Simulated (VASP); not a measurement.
Data:

```
CELL_PARAMETERS angstrom
      0.00000     1.95279     1.95279
      1.95279     0.00000     1.95279
      1.95279     1.95279     0.00000
ATOMIC_POSITIONS crystal
  Al 0.00000 0.00000 0.00000
```

The numbers are results of PBE GGA, VASP's PBE PAW potentials (set 64) (plane waves; VASP), not measurements. Settings: 500 eV cut-off, 16×16×16 Γ-centred mesh, first-order Methfessel-Paxton smearing of 0.10 eV, potentials Al.

Energy and stress use the plane-wave basis of the starting cell.

The ions, cell shape and volume at an external pressure of 20.0 GPa are relaxed. Which structure does the run end with?

```
CELL_PARAMETERS angstrom
      0.00000     1.90737     1.90737
      1.90737     0.00000     1.90737
      1.90737     1.90737     0.00000
ATOMIC_POSITIONS crystal
  Al 0.00000 0.00000 0.00000
```
Space group Fm-3m (225), at a tolerance of 0.03 Å.

How do energy and volume change from the first to the last step?

The energy (σ→0) changes by +92.7 meV/atom and the volume by -6.8 %, in 3 ionic steps.

The compound is Al in the fcc structure. This run relaxes it under an external pressure of 20 GPa. Symmetry was kept, so distortions that lower it aren't found.
